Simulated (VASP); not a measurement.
Mo3Pb:

```
CELL_PARAMETERS angstrom
4.21765 0.00000 0.00000
0.00000 4.21765 0.00000
0.00000 0.00000 4.21765
ATOMIC_POSITIONS crystal
Pb 0.00000 0.00000 0.00000
Mo 0.00000 0.50000 0.50000
Mo 0.50000 0.00000 0.50000
Mo 0.50000 0.50000 0.00000
```

The cell was built by a generator and needn't be a form met in nature.

Base run:

```yaml
Program: VASP 6.6.1
Functional: PBE
Potentials_or_basis: VASP PAW PBE potentials, release 64 (Pb_d, Mo_sv)
Cutoff: 520 eV
k_mesh: 6 × 6 × 6
Occupations: fermi-dirac, width 0.1 eV
Spin: no spin polarisation
```

Its results: band gap on the k mesh none (metal or under the smearing width); pressure -11.3 GPa.

The run is repeated on the same cell with these changes: k mesh from 6 × 6 × 6 to 4 × 4 × 4; further incar settings from ALGO = Fast; EDIFF = 1e-07; NBANDS = 36 to ALGO = Normal; EDIFF = 1e-06; NBANDS = 36. What comes out?

Band gap on the k mesh none (metal or under the smearing width); pressure -11.9 GPa.

Caveats: some runs use coarse meshes.
